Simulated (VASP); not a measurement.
OSZICAR of a VASP run on GaN (zinc blende):

OSZICAR:
```
       N       E                     dE             d eps       ncg     rms          rms(c)
DAV:   1     0.100287118795E+03    0.10029E+03   -0.99091E+03  1525   0.241E+03
DAV:   2    -0.852786526871E+00   -0.10114E+03   -0.96180E+02  1656   0.376E+02
DAV:   3    -0.915222554043E+01   -0.82994E+01   -0.82426E+01  1631   0.947E+01
DAV:   4    -0.930047943403E+01   -0.14825E+00   -0.14813E+00  1773   0.139E+01
DAV:   5    -0.930250197979E+01   -0.20225E-02   -0.20225E-02  1631   0.139E+00    0.898E+00
DAV:   6    -0.669575350658E+01    0.26067E+01   -0.92585E+00  2214   0.527E+01    0.284E+00
DAV:   7    -0.668663964302E+01    0.91139E-02   -0.49345E-01  1466   0.116E+01    0.180E+00
DAV:   8    -0.668702842182E+01   -0.38878E-03   -0.16705E-01  1614   0.630E+00    0.121E+00
DAV:   9    -0.667583288221E+01    0.11196E-01   -0.33609E-02  2064   0.444E+00    0.385E-01
DAV:  10    -0.667646388250E+01   -0.63100E-03   -0.26805E-03  1456   0.663E-01    0.857E-02
DAV:  11    -0.667632637155E+01    0.13751E-03   -0.56281E-04  2254   0.625E-01    0.204E-02
DAV:  12    -0.667633124212E+01   -0.48706E-05   -0.50199E-05  1466   0.818E-02    0.423E-03
DAV:  13    -0.667633235118E+01   -0.11091E-05   -0.48387E-06  1466   0.236E-02    0.163E-02
DAV:  14    -0.667633206417E+01    0.28701E-06   -0.61211E-07  1621   0.815E-03    0.413E-03
DAV:  15    -0.667633211081E+01   -0.46638E-07   -0.83906E-08   778   0.261E-03
   1 F= -.66763321E+01 E0= -.66763321E+01  d E =0.000000E+00
```

Question: Which electronic solver shows in the log?

Answer: It is blocked Davidson (ALGO = Normal, or the opening steps of other solvers). The INCAR had ALGO = Normal.

Question: Can the final energy be trusted as converged?

Answer: The calculation finished and met its thresholds. It stopped with EDIFF = 1E-7, NELM = 100 (vdW-DF2, plane waves, VASP's PBE PAW potentials (set 64)).

The compound is GaN in the zinc blende structure, a metastable form; wurtzite is the usual one. It was relaxed first, which changed the volume by +9 %.
